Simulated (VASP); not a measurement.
**AlPt: accuracy against cost in the smearing and plane-wave cutoff**

A convergence test on AlPt: the smearing and plane-wave cutoff. The atoms are off their equilibrium sites, so that forces can be compared too. The series runs use LDA. The smearing tried: ISMEAR = 0, SIGMA = 0.01; ISMEAR = 0, SIGMA = 0.05; ISMEAR = 0, SIGMA = 0.1; ISMEAR = 0, SIGMA = 0.2; ISMEAR = 0, SIGMA = 0.5; ISMEAR = 2, SIGMA = 0.01; ISMEAR = 2, SIGMA = 0.05; ISMEAR = 2, SIGMA = 0.1; ISMEAR = 2, SIGMA = 0.2; ISMEAR = 2, SIGMA = 0.5; ISMEAR = -5. The plane-wave cutoff tried: ENCUT = 140; ENCUT = 180; ENCUT = 220; ENCUT = 240; ENCUT = 280; ENCUT = 310; ENCUT = 380; ENCUT = 480. The atoms of the start are displaced at random from the sites of a Pm-3m cell.

Calculated with VASP 6.6.1; LDA; plane waves and PAW (Al, Pt).

### 1. The starting structure

The structure is triclinic, space group P1 (No. 1). The conventional cell has a = 3.092 Å, b = 3.092 Å, c = 3.092 Å, α = 90.00°, β = 90.00°, γ = 90.00°. Nearest to Al lie 8 Pt at 2.60 to 2.76 Å. Nearest to Pt lie 8 Al at 2.60 to 2.76 Å. Farther neighbours are not listed.

As a file:

```cif
data_structure
_symmetry_space_group_name_H-M 'P1'
_symmetry_Int_Tables_number 1
_cell_length_a 3.0915
_cell_length_b 3.0915
_cell_length_c 3.0915
_cell_angle_alpha 90.000
_cell_angle_beta 90.000
_cell_angle_gamma 90.000
_cell_volume 29.55
loop_
_atom_site_label
_atom_site_type_symbol
_atom_site_symmetry_multiplicity
_atom_site_Wyckoff_symbol
_atom_site_fract_x
_atom_site_fract_y
_atom_site_fract_z
_atom_site_occupancy
Al1 Al 1 a 0.00628 0.01970 0.99067 1
Pt1 Pt 1 a 0.49902 0.49472 0.50385 1
```

### 2. Smearing: ISMEAR = 0, SIGMA = 0.01

Smearing steadies the sum over the Fermi surface at the price of an entropy term. LDA, the lowest rung, knows the local density alone.

File INCAR:

```
SYSTEM = AlPt
PREC = Accurate
ENCUT = 400
EDIFF = 1E-06
NELM = 100
ISMEAR = 0
SIGMA = 0.01
LREAL = .FALSE.
ALGO = Normal
GGA = CA
NBANDS = 12
LASPH = .TRUE.
LORBIT = 11
LWAVE = .FALSE.
LCHARG = .FALSE.
KPAR = 2
ISIF = 2
```

File POSCAR:

```
AlPt
1.0
    3.0915460000      0.0000000000      0.0000000000
    0.0000000000      3.0915460000      0.0000000000
    0.0000000000      0.0000000000      3.0915460000
Al Pt
1 1
Direct
    0.0062850000      0.0196950000     -0.0093260000
    0.4990160000      0.4947180000      0.5038540000
```

File KPOINTS:

```
Automatic mesh
0
Gamma
7 7 7
0 0 0
```

The projector-augmented-wave data sets are Al and Pt (PBE family, release 64).

On the command line:

```sh
$ mpirun -np 2 vasp_std
```

Output:

```text
[banner, memory and clock lines left out]
running    2 mpi-ranks, on    1 nodes
 distrk:  each k-point on    1 cores,    2 groups
 distr:  one band on    1 cores,    1 groups

 POSCAR found type information on POSCAR AlPt
 POSCAR found :  2 types and       2 ions
|                                                                             |
|               ----> ADVICE to this user running VASP <----                  |
|                                                                             |
|     You enforced a specific xc type in the INCAR file but a different       |
|     [... a line on the potential file left out ...]
|     I HOPE YOU KNOW WHAT YOU ARE DOING!                                     |
|                                                                             |

 LDA part: xc-table for (Slater(with rela. corr.)+CA(PZ))
 , standard interpolation
 POSCAR, INCAR and KPOINTS ok, starting setup
 FFT: planning ... GRIDC
 FFT: planning ... GRID_SOFT
 FFT: planning ... GRID
 WAVECAR not read
 entering main loop
       N       E                     dE             d eps       ncg     rms          rms(c)
DAV:   1     0.304298712070E+02    0.30430E+02   -0.48065E+03  4496   0.708E+02
DAV:   2    -0.133622598604E+02   -0.43792E+02   -0.40363E+02  4788   0.154E+02
DAV:   3    -0.142535514836E+02   -0.89129E+00   -0.88749E+00  4908   0.203E+01
DAV:   4    -0.142583186585E+02   -0.47672E-02   -0.47666E-02  4608   0.185E+00
DAV:   5    -0.142583699169E+02   -0.51258E-04   -0.51258E-04  4928   0.197E-01    0.110E+01
DAV:   6    -0.136683566373E+02    0.59001E+00   -0.29219E+00  4348   0.135E+01    0.351E+00
DAV:   7    -0.136090130728E+02    0.59344E-01   -0.92977E-02  4336   0.247E+00    0.225E+00
DAV:   8    -0.135850612270E+02    0.23952E-01   -0.23910E-02  4768   0.112E+00    0.255E-01
DAV:   9    -0.135848955860E+02    0.16564E-03   -0.58673E-04  4464   0.182E-01    0.102E-01
DAV:  10    -0.135848718847E+02    0.23701E-04   -0.74213E-05  4936   0.729E-02    0.132E-02
DAV:  11    -0.135848709668E+02    0.91794E-06   -0.42731E-06  4472   0.142E-02
   1 F= -.13584871E+02 E0= -.13584780E+02  d E =-.182662E-03
```

Elapsed: 5.4 s, on 2 MPI ranks of Intel Xeon 6975P-C (Granite Rapids), shared host; peak memory 0.28 GiB.

The logs omit lines about the potential files and the build; timing stands in the text.

From OUTCAR (step 2):

```text
ion  position               nearest neighbor table
   1  0.006  0.020  0.991-   2 2.60   2 2.62   2 2.64   2 2.67   2 2.69   2 2.71   2 2.73   2 2.76

  LATTYP: Found a simple cubic cell.
 ALAT       =     3.0915460000

 Subroutine GETGRP returns: Found  1 space group operations
 (whereof  1 operations were pure point group operations)

The static configuration has the point symmetry C_1 .

 Found    172 irreducible k-points:

   k-points           NKPTS =    172   k-points in BZ     NKDIM =    172   number of bands    NBANDS=     12

   dimension x,y,z NGX =    20 NGY =   20 NGZ =   20
   dimension x,y,z NGXF=    40 NGYF=   40 NGZF=   40

   ENCUT  =  400.0 eV  29.40 Ry    5.42 a.u.   5.04  5.04  5.04*2*pi/ulx,y,z

   NELECT =      13.0000    total number of electrons

 k-points in reciprocal lattice and weights: Automatic mesh
   0.00000000  0.00000000  0.00000000       0.003
   0.14285714  0.00000000  0.00000000       0.006
   0.00000000  0.14285714  0.00000000       0.006
   0.00000000  0.00000000  0.14285714       0.006
   0.28571429  0.00000000  0.00000000       0.006
   0.00000000  0.28571429  0.00000000       0.006
   0.00000000  0.00000000  0.28571429       0.006
   0.42857143  0.00000000  0.00000000       0.006
   0.00000000  0.42857143  0.00000000       0.006
[...]
-0.42857143 -0.42857143  0.42857143       0.006
   0.42857143 -0.42857143  0.42857143       0.006

 average (electrostatic) potential at core
       1 -69.8446       2 -63.7332

 E-fermi :  10.7954

 k-point     1 :       0.0000    0.0000    0.0000
  band No.  band energies     occupation
    ...
      2       4.9108      2.00000
      3       4.9120      2.00000
      4       7.8610      2.00000
      5       7.8726      2.00000
      6       7.8754      2.00000
      7      14.3397      0.00000
      8      14.3401      0.00000
      9      14.3537      0.00000
     10      19.6398      0.00000
     11      19.6551      0.00000
    ...

 k-point     2 :       0.1429    0.0000    0.0000
  band No.  band energies     occupation
    ...
      2       5.0116      2.00000
      3       5.0278      2.00000
      4       7.5276      2.00000
      5       7.5403      2.00000
      6       7.9084      2.00000
      7      12.5830      0.00000
      8      14.9903      0.00000
      9      15.0145      0.00000
     10      18.9894      0.00000
     11      19.8947      0.00000
    ...

 k-point     3 :       0.0000    0.1429    0.0000
  band No.  band energies     occupation
    ...
      2       5.0105      2.00000
      3       5.0288      2.00000
      4       7.5356      2.00000
      5       7.5386      2.00000
      6       7.9027      2.00000
      7      12.5938      0.00000
      8      14.9875      0.00000
      9      14.9949      0.00000
     10      19.0035      0.00000
     11      19.9185      0.00000
    ...

  Total       -1.5121760     -1.5855546     -1.5323566      0.0557435     -0.0965197     -0.0347824
  in kB      -81.9946998    -85.9735098    -83.0889540      3.0225787     -5.2335886     -1.8860060
  external PRESSURE =     -83.6857212 kB  Pullay stress =       0.0000000 kB

  energy-cutoff  :      400.00
  volume of cell :       29.55
      direct lattice vectors                 reciprocal lattice vectors
     3.091546000  0.000000000  0.000000000     0.323462759  0.000000000  0.000000000
     0.000000000  3.091546000  0.000000000     0.000000000  0.323462759  0.000000000
     0.000000000  0.000000000  3.091546000     0.000000000  0.000000000  0.323462759

 POSITION                                       TOTAL-FORCE (eV/Angst)
 -----------------------------------------------------------------------------------
      0.01943      0.06089      3.06271        -0.075812     -0.255703      0.137152
      1.54273      1.52944      1.55769         0.075812      0.255703     -0.137152
 -----------------------------------------------------------------------------------
    total drift:                                0.000241      0.000795     -0.000427

  FREE ENERGIE OF THE ION-ELECTRON SYSTEM (eV)
  ---------------------------------------------------
  free  energy   TOTEN  =       -13.5848709668 eV

  energy  without entropy=      -13.5846883043  energy(sigma->0) =      -13.58477964

 total charge
# of ion       s       p       d       tot
------------------------------------------
    1        0.348   0.365   0.000   0.713
    2        0.684   0.582   8.220   9.486
--------------------------------------------------
tot          1.032   0.947   8.220  10.199

[... 3 further parts left out ...]
```

This run has no spin polarisation. Its electron count is odd, so without a moment it is a metal by construction. The k-mesh is coarse for a metal. The PAW data sets were made with PBE, though LDA sets exist; this is a small mismatch.

Numbers from this step:

- SCF cycles: 11
- electrons: 13
- bands: 12
- irreducible k-points: 172
- symmetry operations: 1
- free energy (TOTEN): -13.58 eV
- energy at zero smearing: -13.58 eV
- Fermi energy: 10.80 eV
- pressure: -8.369 GPa
- metallic: yes

The series starts at -6.7924 eV an atom and -8.37 GPa, after 11 cycles in 5.4 s. The entropy term T·S comes to 0.09 meV an atom in size.

### 3. Smearing: ISMEAR = 0, SIGMA = 0.05

Changes to INCAR since step 2:

```diff
@@ -6,3 +6,3 @@
 ISMEAR = 0
-SIGMA = 0.01
+SIGMA = 0.05
 LREAL = .FALSE.
```

POSCAR is that of step 2.

KPOINTS is that of step 2.

On the command line:

```sh
$ mpirun -np 2 vasp_std
```

Output:

```text
[banner, memory and clock lines left out]
running    2 mpi-ranks, on    1 nodes
[...]
[... a notice as in an earlier step ...]

 LDA part: xc-table for (Slater(with rela. corr.)+CA(PZ))
 , standard interpolation
 POSCAR, INCAR and KPOINTS ok, starting setup
[...]
entering main loop
       N       E                     dE             d eps       ncg     rms          rms(c)
DAV:   1     0.304294065133E+02    0.30429E+02   -0.48065E+03  4496   0.708E+02
DAV:   2    -0.133627200496E+02   -0.43792E+02   -0.40347E+02  4788   0.154E+02
DAV:   3    -0.142544163741E+02   -0.89170E+00   -0.88777E+00  4908   0.203E+01
DAV:   4    -0.142591849944E+02   -0.47686E-02   -0.47682E-02  4608   0.185E+00
[...]
DAV:   9    -0.135858034569E+02    0.16744E-03   -0.58309E-04  4476   0.181E-01    0.102E-01
DAV:  10    -0.135857795438E+02    0.23913E-04   -0.75290E-05  4932   0.736E-02    0.132E-02
DAV:  11    -0.135857785914E+02    0.95235E-06   -0.46118E-06  4472   0.149E-02
   1 F= -.13585779E+02 E0= -.13585151E+02  d E =-.125594E-02
```

Elapsed: 5.4 s, on 2 MPI ranks; peak memory 0.28 GiB.

OUTCAR, selected parts (step 3):

```text
  Total       -1.5258240     -1.5666349     -1.5351768      0.0434150     -0.0781473     -0.0235496
  in kB      -82.7347346    -84.9476252    -83.2418703      2.3540913     -4.2373810     -1.2769317
  external PRESSURE =     -83.6414100 kB  Pullay stress =       0.0000000 kB

 POSITION                                       TOTAL-FORCE (eV/Angst)
 -----------------------------------------------------------------------------------
      0.01943      0.06089      3.06271        -0.076817     -0.256988      0.138500
      1.54273      1.52944      1.55769         0.076817      0.256988     -0.138500
 -----------------------------------------------------------------------------------
    total drift:                                0.000235      0.000788     -0.000420

  FREE ENERGIE OF THE ION-ELECTRON SYSTEM (eV)
  ---------------------------------------------------
  free  energy   TOTEN  =       -13.5857785914 eV

  energy  without entropy=      -13.5845226484  energy(sigma->0) =      -13.58515062

[... 2 parts as in an earlier step ...]

[... 1 further part left out ...]
[key lines of the parts left out:]
E-fermi :  10.7629
```

Against the run before the energy at zero width moves by -0.19 meV an atom while the pressure stays within 0.01 GPa, after 11 cycles in 5.4 s. The entropy term T·S comes to 0.63 meV an atom in size.

### 4. Smearing: ISMEAR = 0, SIGMA = 0.1

Changes to INCAR since step 3:

```diff
@@ -6,3 +6,3 @@
 ISMEAR = 0
-SIGMA = 0.05
+SIGMA = 0.1
 LREAL = .FALSE.
```

POSCAR is that of step 3.

KPOINTS is that of step 3.

On the command line:

```sh
$ mpirun -np 2 vasp_std
```

Output:

```text
[... set-up lines as in an earlier step ...]
 entering main loop
       N       E                     dE             d eps       ncg     rms          rms(c)
DAV:   1     0.304281694777E+02    0.30428E+02   -0.48065E+03  4496   0.708E+02
DAV:   2    -0.133636590351E+02   -0.43792E+02   -0.40336E+02  4788   0.154E+02
DAV:   3    -0.142555448176E+02   -0.89189E+00   -0.88796E+00  4908   0.203E+01
DAV:   4    -0.142603136855E+02   -0.47689E-02   -0.47685E-02  4608   0.185E+00
[...]
DAV:   9    -0.135871111261E+02    0.16691E-03   -0.55984E-04  4508   0.177E-01    0.102E-01
DAV:  10    -0.135870872516E+02    0.23874E-04   -0.73571E-05  4908   0.724E-02    0.132E-02
DAV:  11    -0.135870863426E+02    0.90896E-06   -0.43417E-06  4492   0.144E-02
   1 F= -.13587086E+02 E0= -.13585750E+02  d E =-.267367E-02
```

The job ended after 5.4 s (2 MPI ranks; peak memory 0.28 GiB; 9.9 s of CPU time).

OUTCAR, selected parts (step 4):

```text
  Total       -1.5290887     -1.5620360     -1.5364804      0.0415791     -0.0750293     -0.0223561
  in kB      -82.9117569    -84.6982597    -83.3125567      2.2545455     -4.0683151     -1.2122164
  external PRESSURE =     -83.6408578 kB  Pullay stress =       0.0000000 kB

 POSITION                                       TOTAL-FORCE (eV/Angst)
 -----------------------------------------------------------------------------------
      0.01943      0.06089      3.06271        -0.076992     -0.257379      0.138783
      1.54273      1.52944      1.55769         0.076992      0.257379     -0.138783
 -----------------------------------------------------------------------------------
    total drift:                                0.000234      0.000784     -0.000418

  FREE ENERGIE OF THE ION-ELECTRON SYSTEM (eV)
  ---------------------------------------------------
  free  energy   TOTEN  =       -13.5870863426 eV

  energy  without entropy=      -13.5844126727  energy(sigma->0) =      -13.58574951

[... 2 parts as in an earlier step ...]

[... 1 further part left out ...]
[key lines of the parts left out:]
E-fermi :  10.7137
```

Against the run before the energy at zero width moves by -0.30 meV an atom while the pressure stays within 0.01 GPa, after 11 cycles in 5.4 s. The entropy term T·S comes to 1.34 meV an atom in size.

### 5. Smearing: ISMEAR = 0, SIGMA = 0.2

Changes to INCAR since step 4:

```diff
@@ -6,3 +6,3 @@
 ISMEAR = 0
-SIGMA = 0.1
+SIGMA = 0.2
 LREAL = .FALSE.
```

POSCAR is that of step 4.

KPOINTS is that of step 4.

On the command line:

```sh
$ mpirun -np 2 vasp_std
```

Output:

```text
[... set-up lines as in an earlier step ...]
 entering main loop
       N       E                     dE             d eps       ncg     rms          rms(c)
DAV:   1     0.304216875774E+02    0.30422E+02   -0.48065E+03  4496   0.708E+02
DAV:   2    -0.133667103903E+02   -0.43788E+02   -0.40321E+02  4788   0.154E+02
DAV:   3    -0.142584257028E+02   -0.89172E+00   -0.88729E+00  4908   0.203E+01
DAV:   4    -0.142631958392E+02   -0.47701E-02   -0.47698E-02  4608   0.185E+00
[...]
DAV:   9    -0.135900494298E+02    0.16836E-03   -0.56309E-04  4512   0.178E-01    0.103E-01
DAV:  10    -0.135900250263E+02    0.24404E-04   -0.74319E-05  4908   0.724E-02    0.133E-02
DAV:  11    -0.135900241141E+02    0.91214E-06   -0.43098E-06  4496   0.143E-02
   1 F= -.13590024E+02 E0= -.13586471E+02  d E =-.710588E-02
```

Wall time 5.4 s (2 MPI ranks); peak memory 0.28 GiB; 9.9 s of CPU time.

Parts of OUTCAR (step 5):

```text
  Total       -1.5281711     -1.5582293     -1.5348378      0.0409479     -0.0739419     -0.0219623
  in kB      -82.8620007    -84.4918493    -83.2234902      2.2203186     -4.0093501     -1.1908640
  external PRESSURE =     -83.5257801 kB  Pullay stress =       0.0000000 kB

 POSITION                                       TOTAL-FORCE (eV/Angst)
 -----------------------------------------------------------------------------------
      0.01943      0.06089      3.06271        -0.077070     -0.257565      0.138912
      1.54273      1.52944      1.55769         0.077070      0.257565     -0.138912
 -----------------------------------------------------------------------------------
    total drift:                                0.000235      0.000789     -0.000420

  FREE ENERGIE OF THE ION-ELECTRON SYSTEM (eV)
  ---------------------------------------------------
  free  energy   TOTEN  =       -13.5900241141 eV

  energy  without entropy=      -13.5829182335  energy(sigma->0) =      -13.58647117

[... 2 parts as in an earlier step ...]

[... 1 further part left out ...]
[key lines of the parts left out:]
E-fermi :  10.6241
```

Against the run before the energy at zero width moves by -0.36 meV an atom and the pressure by +0.01 GPa, after 11 cycles in 5.4 s. The entropy term T·S comes to 3.55 meV an atom in size.

### 6. Smearing: ISMEAR = 0, SIGMA = 0.5

Changes to INCAR since step 5:

```diff
@@ -6,3 +6,3 @@
 ISMEAR = 0
-SIGMA = 0.2
+SIGMA = 0.5
 LREAL = .FALSE.
```

POSCAR is that of step 5.

KPOINTS is that of step 5.

On the command line:

```sh
$ mpirun -np 2 vasp_std
```

Output:

```text
[... set-up lines as in an earlier step ...]
 entering main loop
       N       E                     dE             d eps       ncg     rms          rms(c)
DAV:   1     0.303697962549E+02    0.30370E+02   -0.48065E+03  4496   0.708E+02
DAV:   2    -0.134099361910E+02   -0.43780E+02   -0.40308E+02  4788   0.154E+02
DAV:   3    -0.142993741375E+02   -0.88944E+00   -0.88388E+00  4908   0.203E+01
DAV:   4    -0.143041514405E+02   -0.47773E-02   -0.47767E-02  4608   0.185E+00
[...]
DAV:  10    -0.136155149548E+02    0.29427E-04   -0.84907E-05  4928   0.752E-02    0.145E-02
DAV:  11    -0.136155139107E+02    0.10440E-05   -0.47505E-06  4496   0.152E-02    0.582E-03
DAV:  12    -0.136155138230E+02    0.87728E-07   -0.45860E-07  2396   0.462E-03
   1 F= -.13615514E+02 E0= -.13578447E+02  d E =-.741328E-01
```

Elapsed: 5.8 s, on 2 MPI ranks; peak memory 0.28 GiB.

Parts of OUTCAR (step 6):

```text
  Total       -1.4849646     -1.5195553     -1.4925697      0.0411135     -0.0742436     -0.0220488
  in kB      -80.5192181    -82.3948265    -80.9315863      2.2292965     -4.0257091     -1.1955530
  external PRESSURE =     -81.2818769 kB  Pullay stress =       0.0000000 kB

 POSITION                                       TOTAL-FORCE (eV/Angst)
 -----------------------------------------------------------------------------------
      0.01943      0.06089      3.06271        -0.077650     -0.259459      0.139954
      1.54273      1.52944      1.55769         0.077650      0.259459     -0.139954
 -----------------------------------------------------------------------------------
    total drift:                                0.000227      0.000759     -0.000407

  FREE ENERGIE OF THE ION-ELECTRON SYSTEM (eV)
  ---------------------------------------------------
  free  energy   TOTEN  =       -13.6155138230 eV

  energy  without entropy=      -13.5413810531  energy(sigma->0) =      -13.57844744

[... 2 parts as in an earlier step ...]

[... 1 further part left out ...]
[key lines of the parts left out:]
E-fermi :  10.5656
```

Against the run before the energy at zero width moves by +4.01 meV an atom and the pressure by +0.22 GPa, after 12 cycles in 5.8 s. The entropy term T·S comes to 37.07 meV an atom in size.

[end of part 1 of 4]

[Lines on the potential files, build, host, timing and source positions are cut from VASP's logs without a mark.]

[Logs are printed without paths, hosts, clocks, repeated set-up lines and the standing remarks that a program may print on its own settings, such as how far it seeks lower states.]

[Hosts, paths, dates, database ids (printed as entryN), source tags and the programs' standing remarks are cut or masked in the printed files.]

[A measured line is paired with the nearest computed mode of its activity, which favours agreement.]
